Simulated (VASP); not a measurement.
# 2 ML Fe on Mo(110), 3 substrate layers: magnetic orders

Aim: compare collinear orders of 2 ML Fe on Mo(110), 3 substrate layers.

Calculated with VASP 6.6.1; LDA, spin-polarised, from parallel moments; plane waves and PAW (Mo, Fe), in the first sound run; inputs show where later runs differ.

## 1. Set-up

The cell holds 5 atoms: 3 Mo and 2 Fe. Cell: a = 2.725 Å, b = 2.725 Å, c = 22.517 Å, α = 90.0°, β = 90.0°, γ = 109.5°. It derives from Fe2Mo3 (2 ML Fe on Mo(110), 3 substrate layers), repeated 1×1×1. Pseudomorphic film on the measured substrate lattice, hard-sphere layer spacings, unrelaxed, 14 A of vacuum. Vacuum lies along c.

## 2. Magnetic order, start order fm, signs ++

Each run starts from other signs of the moments at the same geometry and cutoff; gentle mixing helps it keep them. Any wave vector in a name is a fraction of the reciprocal vectors of the first cell as typed.

File INCAR:

```
SYSTEM = Fe2Mo3
PREC = Normal
ENCUT = 350
EDIFF = 1E-06
NELM = 150
ISMEAR = 1
SIGMA = 0.05
LREAL = .FALSE.
ALGO = Normal
GGA = CA
NBANDS = 33
ISPIN = 2
MAGMOM = 0 0 0 3 3
LASPH = .TRUE.
LMAXMIX = 4
LORBIT = 11
LWAVE = .FALSE.
LCHARG = .TRUE.
KPAR = 2
AMIX = 0.2
BMIX = 1E-04
AMIX_MAG = 0.8
BMIX_MAG = 1E-04
```

File POSCAR:

```
Fe2Mo3
1.0
    1.5734150000     -2.2251450000      0.0000000000
    1.5734150000      2.2251450000      0.0000000000
    0.0000000000      0.0000000000     22.5169420000
Mo Fe
3 2
Direct
    0.0000000000      0.0000000000      0.3108770000
    0.5000000000      0.5000000000      0.4096980000
    0.0000000000      0.0000000000      0.5085190000
    0.5000000000      0.5000000000      0.6017020000
    0.0000000000      0.0000000000      0.6891230000
```

File KPOINTS:

```
Automatic mesh
0
Gamma
9 9 1
0 0 0
```

Potentials, in the order of the species: Mo and Fe (LDA family, release 64).

On the command line:

```sh
$ mpirun -np 2 vasp_std
```

What it wrote:

```text
[banner, memory and clock lines left out]
running    2 mpi-ranks, on    1 nodes
 distrk:  each k-point on    1 cores,    2 groups
 distr:  one band on    1 cores,    1 groups

 POSCAR found type information on POSCAR MoFe
 POSCAR found :  2 types and       5 ions
 LDA part: xc-table for (Slater(with rela. corr.)+CA(PZ))
 , standard interpolation
 POSCAR, INCAR and KPOINTS ok, starting setup
 FFT: planning ... GRIDC
 FFT: planning ... GRID_SOFT
 FFT: planning ... GRID
 WAVECAR not read
 entering main loop
       N       E                     dE             d eps       ncg     rms          rms(c)
DAV:   1     0.167268563838E+03    0.16727E+03   -0.10582E+04  3300   0.679E+02
DAV:   2    -0.409802035436E+02   -0.20825E+03   -0.18460E+03  3563   0.193E+02
DAV:   3    -0.572368966663E+02   -0.16257E+02   -0.14521E+02  4370   0.629E+01
DAV:   4    -0.578538160671E+02   -0.61692E+00   -0.60360E+00  3810   0.144E+01
DAV:   5    -0.578672040982E+02   -0.13388E-01   -0.13374E-01  4187   0.201E+00    0.317E+01
DAV:   6    -0.515882841610E+03   -0.45802E+03   -0.32237E+03  6506   0.358E+02    0.204E+02
DAV:   7    -0.231405948078E+03    0.28448E+03   -0.17303E+02  4835   0.838E+01    0.962E+01
DAV:   8    -0.100761237481E+03    0.13064E+03   -0.15594E+03  6091   0.596E+01    0.661E+01
DAV:   9    -0.934181338124E+02    0.73431E+01   -0.24920E+02  4129   0.709E+01    0.599E+01
DAV:  10    -0.749952698170E+02    0.18423E+02   -0.25972E+01  4319   0.236E+01    0.469E+01
DAV:  11    -0.591157262202E+02    0.15880E+02   -0.62391E+01  4977   0.353E+01    0.269E+01
DAV:  12    -0.677266408542E+02   -0.86109E+01   -0.42850E+01  5225   0.511E+01    0.388E+01
DAV:  13    -0.656094195641E+02    0.21172E+01   -0.12855E+01  4914   0.150E+01    0.361E+01
DAV:  14    -0.638863917681E+02    0.17230E+01   -0.68688E+00  4479   0.167E+01    0.344E+01
DAV:  15    -0.559987248076E+02    0.78877E+01   -0.37892E+00  5209   0.358E+01    0.243E+01
DAV:  16    -0.545734402950E+02    0.14253E+01   -0.14649E+00  4400   0.791E+00    0.229E+01
DAV:  17    -0.549425503148E+02   -0.36911E+00   -0.93030E-01  3968   0.557E+00    0.250E+01
DAV:  18    -0.519048541973E+02    0.30377E+01   -0.74958E+00  4875   0.128E+01    0.133E+01
DAV:  19    -0.521574290990E+02   -0.25257E+00   -0.18706E-01  4664   0.273E+00    0.144E+01
DAV:  20    -0.521069958340E+02    0.50433E-01   -0.26484E-02  4374   0.115E+00    0.142E+01
DAV:  21    -0.520669594451E+02    0.40036E-01   -0.19996E-02  4877   0.166E+00    0.141E+01
DAV:  22    -0.520854977511E+02   -0.18538E-01   -0.74439E-03  4782   0.887E-01    0.144E+01
DAV:  23    -0.520880886837E+02   -0.25909E-02   -0.18212E-01  4715   0.341E+00    0.135E+01
DAV:  24    -0.519129160215E+02    0.17517E+00   -0.32132E-02  4225   0.101E+00    0.129E+01
DAV:  25    -0.515548467592E+02    0.35807E+00   -0.13245E-01  4923   0.272E+00    0.113E+01
DAV:  26    -0.514792824567E+02    0.75564E-01   -0.23228E-02  5000   0.134E+00    0.106E+01
DAV:  27    -0.514799185488E+02   -0.63609E-03   -0.13667E-03  4162   0.237E-01    0.106E+01
DAV:  28    -0.512240500262E+02    0.25587E+00   -0.21476E-01  4830   0.261E+00    0.977E+00
DAV:  29    -0.508224692457E+02    0.40158E+00   -0.39492E-01  4850   0.413E+00    0.730E+00
DAV:  30    -0.507197276919E+02    0.10274E+00   -0.55200E-02  5097   0.163E+00    0.662E+00
[...]
DAV:  81    -0.504805166373E+02    0.46031E-04   -0.82796E-05  4681   0.841E-02    0.405E-01
DAV:  82    -0.504802911996E+02    0.22544E-03   -0.56429E-04  4872   0.190E-01    0.310E-01
DAV:  83    -0.504801933706E+02    0.97829E-04   -0.63248E-04  4989   0.202E-01    0.190E-01
DAV:  84    -0.504801231124E+02    0.70258E-04   -0.14661E-04  4907   0.869E-02    0.129E-01
DAV:  85    -0.504801339643E+02   -0.10852E-04   -0.31198E-04  4705   0.119E-01    0.671E-02
DAV:  86    -0.504801726064E+02   -0.38642E-04   -0.17313E-04  4152   0.734E-02    0.845E-02
DAV:  87    -0.504801587932E+02    0.13813E-04   -0.15854E-04  4688   0.991E-02    0.653E-02
DAV:  88    -0.504801615154E+02   -0.27221E-05   -0.30670E-05  4170   0.283E-02    0.391E-02
DAV:  89    -0.504801691639E+02   -0.76485E-05   -0.75840E-06  2670   0.172E-02    0.306E-02
DAV:  90    -0.504801730021E+02   -0.38382E-05   -0.12071E-05  2990   0.241E-02    0.303E-02
DAV:  91    -0.504801841196E+02   -0.11118E-04   -0.37279E-05  4069   0.398E-02    0.244E-02
DAV:  92    -0.504801848195E+02   -0.69985E-06   -0.87656E-06  3406   0.194E-02
   1 F= -.50480185E+02 E0= -.50480348E+02  d E =0.490535E-03  mag=     2.2981
```

Run time: 3.4 min. Hardware: 2 MPI ranks of Intel Xeon Platinum 8259CL at 2.50GHz (Skylake/Cascade Lake), shared host; peak memory 0.43 GiB.

The logs omit lines about the potential files and the build; timing stands in the text.

From OUTCAR (step 2):

```text
ion  position               nearest neighbor table
   1  0.000  0.000  0.311-   2 2.73   2 2.73   2 3.15   2 3.15
   2  0.500  0.500  0.410-   1 2.73   3 2.73   1 2.73   3 2.73   1 3.15   3 3.15   1 3.15   3 3.15

  LATTYP: Found a base centered orthorhombic cell.
 ALAT       =     3.1468300000
 B/A-ratio  =     1.4142136690
 C/A-ratio  =     7.1554364233

 Subroutine GETGRP returns: Found  4 space group operations
 (whereof  4 operations were pure point group operations)

The static configuration has the point symmetry C_2v.

 Found     25 irreducible k-points:

   k-points           NKPTS =     25   k-points in BZ     NKDIM =     25   number of bands    NBANDS=     33

   dimension x,y,z NGX =    12 NGY =   12 NGZ =  108
   dimension x,y,z NGXF=    24 NGYF=   24 NGZF=  216

   ENCUT  =  350.0 eV  25.72 Ry    5.07 a.u.   4.16  4.16 34.35*2*pi/ulx,y,z

   NELECT =      34.0000    total number of electrons

 k-points in reciprocal lattice and weights: Automatic mesh
   0.00000000  0.00000000  0.00000000       0.012
   0.11111111  0.00000000  0.00000000       0.049
   0.22222222 -0.00000000  0.00000000       0.049
   0.33333333  0.00000000  0.00000000       0.049
   0.44444444 -0.00000000  0.00000000       0.049
   0.11111111  0.11111111  0.00000000       0.025
   0.22222222  0.11111111  0.00000000       0.049
   0.33333333  0.11111111  0.00000000       0.049
   0.44444444  0.11111111  0.00000000       0.049
[...]
0.44444444  0.44444444  0.00000000       0.025
  -0.44444444  0.44444444  0.00000000       0.025

 average (electrostatic) potential at core
       1 -43.4477       2 -43.6189       3 -43.4851       4 -49.7633       5 -49.2550

 E-fermi :   0.1587

 spin component 1
 k-point     1 :       0.0000    0.0000    0.0000
  band No.  band energies     occupation
    ...
     15      -1.0927      1.00000
     16      -1.0297      1.00000
     17      -0.5193      1.00000
     18      -0.3666      1.00000
     19       0.1571      0.52607
     20       0.4876     -0.00000
     21       0.6064     -0.00000
     22       0.6202     -0.00000
     23       1.3684      0.00000
     24       1.5025      0.00000
    ...

 k-point     2 :       0.1111    0.0000    0.0000
  band No.  band energies     occupation
    ...
     15      -1.0381      1.00000
     16      -0.9199      1.00000
     17      -0.5653      1.00000
     18      -0.1110      1.00000
     19      -0.0345      1.00000
     20       0.1929      0.04590
     21       0.2780     -0.00190
     22       0.5804     -0.00000
     23       1.2582      0.00000
     24       1.3319      0.00000
    ...

 k-point     3 :       0.2222   -0.0000    0.0000
  band No.  band energies     occupation
    ...
     15      -1.0207      1.00000
     16      -0.9890      1.00000
     17      -0.5721      1.00000
     18      -0.3372      1.00000
     19       0.1547      0.56728
     20       0.2557     -0.00965
     21       0.5240     -0.00000
     22       0.7576     -0.00000
     23       1.2446      0.00000
     24       1.3832      0.00000
    ...

 k-point     4 :       0.3333    0.0000    0.0000
  band No.  band energies     occupation
    ...
     14      -1.1600      1.00000
     15      -0.9170      1.00000
     16      -0.5043      1.00000
     17      -0.2144      1.00000
     18       0.0287      1.00073
     19       0.3829     -0.00000
     20       0.5081     -0.00000
     21       1.3088      0.00000
     22       1.4183      0.00000
     23       1.6873      0.00000
    ...

 k-point     5 :       0.4444   -0.0000    0.0000
  band No.  band energies     occupation
    ...
     11      -1.6336      1.00000
     12      -1.3600      1.00000
     13      -1.1768      1.00000
     14      -0.7295      1.00000
     15      -0.4506      1.00000
     16       0.2325     -0.02869
     17       0.3153     -0.00004
     18       0.4858     -0.00000
     19       0.7314     -0.00000
     20       1.3062      0.00000
    ...

 k-point     6 :       0.1111    0.1111    0.0000
  band No.  band energies     occupation
    ...
     15      -1.0020      1.00000
     16      -0.9944      1.00000
     17      -0.4602      1.00000
     18      -0.3523      1.00000
     19      -0.1998      1.00000
     20       0.2658     -0.00493
     21       0.4954     -0.00000
     22       0.7290     -0.00000
     23       1.0529     -0.00000
     24       1.8712      0.00000
    ...

  Total      -13.1803984    -14.9714811     -9.6081498      0.0000000      0.0000000      0.0000000
  in kB     -133.9362434   -152.1368227    -97.6358560      0.0000000      0.0000000      0.0000000
  external PRESSURE =    -127.9029740 kB  Pullay stress =       0.0000000 kB

  energy-cutoff  :      350.00
  volume of cell :      157.67
      direct lattice vectors                 reciprocal lattice vectors
     1.573415000 -2.225145000  0.000000000     0.317780115 -0.224704457  0.000000000
     1.573415000  2.225145000  0.000000000     0.317780115  0.224704457  0.000000000
     0.000000000  0.000000000 22.516942000     0.000000000  0.000000000  0.044411004

 POSITION                                       TOTAL-FORCE (eV/Angst)
 -----------------------------------------------------------------------------------
      0.00000      0.00000      7.00000        -0.000000      0.000000      1.196063
      1.57342      0.00000      9.22515         0.000000      0.000000     -0.572910
      0.00000      0.00000     11.45029        -0.000000      0.000000      0.288860
      1.57342      0.00000     13.54849        -0.000000      0.000000      0.837054
      0.00000      0.00000     15.51694        -0.000000      0.000000     -1.749067
 -----------------------------------------------------------------------------------
    total drift:                               -0.000000     -0.000000     -0.004392

  FREE ENERGIE OF THE ION-ELECTRON SYSTEM (eV)
  ---------------------------------------------------
  free  energy   TOTEN  =       -50.4801848195 eV

  energy  without entropy=      -50.4806753540  energy(sigma->0) =      -50.48034833

 total charge
# of ion       s       p       d       tot
------------------------------------------
    1        0.507   0.396   4.246   5.149
    2        0.520   0.554   4.312   5.386
    3        0.515   0.521   4.293   5.328
    4        0.436   0.431   6.125   6.992
    5        0.402   0.258   6.189   6.849
--------------------------------------------------
tot          2.380   2.160  25.165  29.705

 magnetization (x)
# of ion       s       p       d       tot
------------------------------------------
    1       -0.000  -0.002   0.007   0.005
    2       -0.001  -0.002  -0.006  -0.010
    3       -0.003  -0.014  -0.029  -0.046
    4        0.009   0.004   2.449   2.461
    5       -0.004  -0.000  -0.171  -0.175
--------------------------------------------------
tot          0.000  -0.014   2.249   2.235

[... 6 further parts left out ...]
```

The magnetic state follows from one typed start and may not be the lowest. The data set Mo keeps the semicore shell frozen, which is cheaper and a little less accurate.

Numbers from this step:

```yaml
electronic_cycles: 92
electrons: 34
free_energy_toten: -50.4802 eV
energy_at_zero_smearing: -50.4803 eV
fermi_energy: 0.1587 eV
moment_of_the_cell_from_the_last_line_of_the_log: 2.298 μB
labelled_metallic_from_the_levels_on_this_mesh: yes
```

Spin moment in the PAW sphere by atom:

| atom | spin moment in the PAW sphere (μB) |
| --- | --- |
| Mo1 | 0.01 |
| Mo2 | -0.01 |
| Mo3 | -0.05 |
| Fe4 | 2.46 |
| Fe5 | -0.17 |

Force by atom:

| atom | x (eV/Å) | y (eV/Å) | z (eV/Å) | size |
| --- | --- | --- | --- | --- |
| Mo1 | 0.00 | 0.00 | 1.20 | 1.20 |
| Mo2 | 0.00 | 0.00 | -0.57 | 0.57 |
| Mo3 | 0.00 | 0.00 | 0.29 | 0.29 |
| Fe4 | 0.00 | 0.00 | 0.84 | 0.84 |
| Fe5 | 0.00 | 0.00 | -1.75 | 1.75 |

Spin density in the ca plane at fractional y = 0.000, with atoms of Mo and Fe within 0.2 Å of it.

Ten even steps from '0' (-0.21 e/Å³) to '9' (0.27 e/Å³), each cell a mean:
```
44444444444444444434443344445500554444444444
44444444444444444444443444443233244444444444
44444444444444444444444444444344444444444444
44444444444444444444444444444444444444444444
44444444444444444444444444444444444444444444
44444444444444444444444444443344344444444444
44444444444444444444443444444211254444444444
44444444444444444434443344446920965444444444
```
Columns run along c (16.0 Å, from fractional 0.20 to 0.91 of the cell), rows up along a (2.7 Å). Atoms in or near the plane, at fractional coordinates: Mo at (0.31, 0.00), Mo at (0.51, 0.00), Fe at (0.69, 0.00).

Valence density in the ca plane at fractional y = 0.000, with atoms of Mo and Fe within 0.2 Å of it. It is the smooth field of the valence electrons, not physical close to the nuclei.

Ten steps, logarithmic in the rise over the least value, from '0' (0.0 e/Å³) to '9' (6.9 e/Å³), each cell a mean:
```
00012456543333333455553322234799731000000000
00012455543333333445543322233577521000000000
00012344433333333344433333223344321000000000
00012333333333333333333333322233211000000000
00012334333333333334433333222333221000000000
00012345443333333345443332223455421000000000
00012455543333333455543322234688631000000000
00013566544333333456654322234899841000000000
```
Columns run along c (16.0 Å, from fractional 0.20 to 0.91 of the cell), rows up along a (2.7 Å). Atoms in or near the plane, at fractional coordinates: Mo at (0.31, 0.00), Mo at (0.51, 0.00), Fe at (0.69, 0.00).

The largest moment at the end is 2.46 μB, and the moments of the cell sum to 2.30 μB.

[end of part 1 of 2]

[Lines on the potential files, build, host, timing and source positions are cut from VASP's logs without a mark.]

[Logs are printed without paths, hosts, clocks, repeated set-up lines and the standing remarks that a program may print on its own settings, such as how far it seeks lower states.]

[Hosts, paths, dates, database ids (printed as entryN), source tags and the programs' standing remarks are cut or masked in the printed files.]

[In band tables of VASP the shares of atoms and orbitals are scaled to a sum of 1 inside the atoms' spheres.]

[Runs that stopped without an error message from VASP are left out.]
